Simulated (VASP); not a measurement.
Input:

```yaml
crystal:
  lattice:
    - [1.84526, -3.19609, 0.00000]
    - [1.84526, 3.19609, 0.00000]
    - [0.00000, 0.00000, 6.04162]
  atoms:
    - { symbol: Zr, position: [0.00000, 0.00000, 0.00000] }
    - { symbol: S, position: [0.33333, 0.66667, 0.23785] }
    - { symbol: S, position: [0.66667, 0.33333, 0.76215] }
```

Method: r2SCAN meta-GGA, VASP's PBE PAW potentials (set 64) (plane waves; VASP). Run with 480 eV cut-off, 6×6×4 Γ-centred mesh, Gaussian smearing of 0.050 eV, potentials Zr_sv S.

Task: Predict the energy per atom (σ→0).

Result: 
- energy per atom (σ→0): -14.719 eV/atom

Total energies compare only between runs with the same potentials, cut-off and functional.

The compound is ZrS2 in the 1T layered structure. It was relaxed first, which changed the volume by +6 %.
